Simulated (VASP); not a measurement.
All values below come from PW91 GGA, VASP's PBE PAW potentials (set 64) (plane waves; VASP 6.6.1).

VASP input:

### POSCAR
```
AuZn
1
    3.2231550673     0.0000000000     0.0000000000
    0.0000000000     3.2231550673     0.0000000000
    0.0000000000     0.0000000000     3.2231550673
Zn Au
1 1
Direct
  0.5000000000   0.5000000000   0.5000000000
  0.0000000000   0.0000000000   0.0000000000
```

**KPOINTS**
```
Automatic mesh
0
Gamma
11 11 11
0 0 0
```

**INCAR**
```
SYSTEM = AuZn
PREC = Accurate; ENCUT = 520; LREAL = .FALSE.
LASPH = .TRUE.
EDIFF = 1E-7; NELM = 100; ALGO = Normal
LMAXMIX = 6
ISMEAR = 1; SIGMA = 0.1
GGA = 91
ISIF = 2
LWAVE = .FALSE.; LCHARG = .FALSE.
```

POTCAR, in this order: Zn Au (PBE.64 set). Program: vasp_std.

What VASP printed:

### OUTCAR
```
 ion  position               nearest neighbor table
   1  0.500  0.500  0.500-   2 2.79   2 2.79   2 2.79   2 2.79   2 2.79   2 2.79   2 2.79   2 2.79
  LATTYP: Found a simple cubic cell.
 ALAT       =     3.2231550673
 Subroutine PRICEL returns:
 Original cell was already a primitive cell.
 Subroutine GETGRP returns: Found 48 space group operations
The static configuration has the point symmetry O_h .
The dynamic configuration has the point symmetry O_h .
 Subroutine INISYM returns: Found 48 space group operations
 Subroutine IBZKPT returns following result:
 Found     56 irreducible k-points:

 Following reciprocal coordinates:
            Coordinates               Weight
  0.000000  0.000000  0.000000      1.000000
  0.090909  0.000000  0.000000      6.000000
  0.181818  0.000000  0.000000      6.000000
  0.272727  0.000000  0.000000      6.000000
  0.363636  0.000000  0.000000      6.000000
  0.454545  0.000000  0.000000      6.000000
  0.090909  0.090909  0.000000     12.000000
  0.181818  0.090909  0.000000     24.000000
  0.272727  0.090909  0.000000     24.000000
  0.363636  0.090909  0.000000     24.000000
  0.454545  0.090909  0.000000     24.000000
  0.181818  0.181818  0.000000     12.000000
  0.272727  0.181818  0.000000     24.000000
  0.363636  0.181818  0.000000     24.000000
  0.454545  0.181818  0.000000     24.000000
  0.272727  0.272727  0.000000     12.000000
  0.363636  0.272727  0.000000     24.000000
  0.454545  0.272727  0.000000     24.000000
  0.363636  0.363636  0.000000     12.000000
  0.454545  0.363636  0.000000     24.000000
  0.454545  0.454545  0.000000     12.000000
  0.090909  0.090909  0.090909      8.000000
  0.181818  0.090909  0.090909     24.000000
  0.272727  0.090909  0.090909     24.000000
  0.363636  0.090909  0.090909     24.000000
  0.454545  0.090909  0.090909     24.000000
  0.181818  0.181818  0.090909     24.000000
  0.272727  0.181818  0.090909     48.000000
  0.363636  0.181818  0.090909     48.000000
  0.454545  0.181818  0.090909     48.000000
  0.272727  0.272727  0.090909     24.000000
  0.363636  0.272727  0.090909     48.000000
  0.454545  0.272727  0.090909     48.000000
  0.363636  0.363636  0.090909     24.000000
  0.454545  0.363636  0.090909     48.000000
  0.454545  0.454545  0.090909     24.000000
  0.181818  0.181818  0.181818      8.000000
  0.272727  0.181818  0.181818     24.000000
  0.363636  0.181818  0.181818     24.000000
  0.454545  0.181818  0.181818     24.000000
   k-points           NKPTS =     56   k-points in BZ     NKDIM =     56   number of bands    NBANDS=     15
   number of dos      NEDOS =    301   number of ions     NIONS =      2
   total plane-waves  NPLWV =  13824
   dimension x,y,z NGX =    24 NGY =   24 NGZ =   24
   dimension x,y,z NGXF=    48 NGYF=   48 NGZF=   48
   ions per type =               1   1
   PREC   = accura    normal or accurate (medium, high low for compatibility)
   ISTART =      0    job   : 0-new  1-cont  2-samecut
   ICHARG =      2    charge: 1-file 2-atom 10-const
   ISPIN  =      1    spin polarized calculation?
   LNONCOLLINEAR =      F non collinear calculations
   LSORBIT =      F    spin-orbit coupling
   INIWAV =      1    electr: 0-lowe 1-rand  2-diag
   ENCUT  =  520.0 eV  38.22 Ry    6.18 a.u.   5.99  5.99  5.99*2*pi/ulx,y,z
   NELM   =    100;   NELMIN=  2; NELMDL= -5     # of ELM steps
   EDIFF  = 0.1E-06   stopping-criterion for ELM
   LREAL  =      F    real-space projection
   NLSPLINE    = F    spline interpolate recip. space projectors
   LMAXMIX     =    6 max onsite mixed and CHGCAR
   VOSKOWN=      0    Vosko Wilk Nusair interpolation
...
```

File OSZICAR:
```
       N       E                     dE             d eps       ncg     rms          rms(c)
DAV:   1     0.126077827784E+03    0.12608E+03   -0.11738E+04  1695   0.195E+03
DAV:   2    -0.808112915891E+00   -0.12689E+03   -0.12225E+03  1750   0.343E+02
DAV:   3    -0.523603562042E+01   -0.44279E+01   -0.44114E+01  2058   0.731E+01
DAV:   4    -0.526093666358E+01   -0.24901E-01   -0.24898E-01  1890   0.484E+00
DAV:   5    -0.526124074465E+01   -0.30408E-03   -0.30408E-03  2128   0.550E-01    0.724E+00
DAV:   6    -0.479589882353E+01    0.46534E+00   -0.17729E+00  1701   0.151E+01    0.448E+00
DAV:   7    -0.477297481547E+01    0.22924E-01   -0.33634E-02  2225   0.456E+00    0.253E+00
DAV:   8    -0.476411722625E+01    0.88576E-02   -0.12987E-02  2012   0.134E+00    0.182E-01
DAV:   9    -0.476415795487E+01   -0.40729E-04   -0.47847E-04  1814   0.245E-01    0.831E-02
DAV:  10    -0.476416409696E+01   -0.61421E-05   -0.63390E-05  2129   0.149E-01    0.184E-02
DAV:  11    -0.476416409517E+01    0.17867E-08   -0.17563E-05  1946   0.111E-01    0.478E-03
DAV:  12    -0.476416397856E+01    0.11661E-06   -0.43812E-07  1957   0.152E-02    0.338E-03
DAV:  13    -0.476416380641E+01    0.17215E-06   -0.22653E-07  1271   0.124E-02    0.652E-04
DAV:  14    -0.476416382570E+01   -0.19292E-07   -0.29243E-08   903   0.227E-03
   1 F= -.47641638E+01 E0= -.47641589E+01  d E =-.147460E-04
```

**OUTCAR**
```
------------------------ aborting loop because EDIFF is reached ----------------------------------------
  FORCE on cell =-STRESS in cart. coord.  units (eV):
  Direction    XX          YY          ZZ          XY          YZ          ZX
  --------------------------------------------------------------------------------------
  Total       -0.6293871     -0.6293871     -0.6293871     -0.0000000     -0.0000000      0.0000000
  in kB      -30.1151350    -30.1151350    -30.1151350     -0.0000000     -0.0000000      0.0000000
  external PRESSURE =     -30.1151350 kB  Pullay stress =       0.0000000 kB
  volume of cell :       33.48
      direct lattice vectors                 reciprocal lattice vectors
     3.223155067  0.000000000  0.000000000     0.310255008  0.000000000  0.000000000
     0.000000000  3.223155067  0.000000000     0.000000000  0.310255008  0.000000000
     0.000000000  0.000000000  3.223155067     0.000000000  0.000000000  0.310255008
 POSITION                                       TOTAL-FORCE (eV/Angst)
 -----------------------------------------------------------------------------------
      1.61158      1.61158      1.61158         0.000000      0.000000      0.000000
      0.00000      0.00000      0.00000         0.000000      0.000000      0.000000
 -----------------------------------------------------------------------------------
    total drift:                                0.000000      0.000000     -0.000000
  FREE ENERGIE OF THE ION-ELECTRON SYSTEM (eV)
  ---------------------------------------------------
  free  energy   TOTEN  =        -4.7641638257 eV

  energy  without entropy=       -4.7641490798  energy(sigma->0) =       -4.76415891
```
(Selected blocks of OUTCAR.)

The compound is AuZn in the CsCl type structure. This cell is one point of a volume scan, at 1.03 of the reference volume. The electron count is odd and the run is not spin-polarised, which forces a metal.
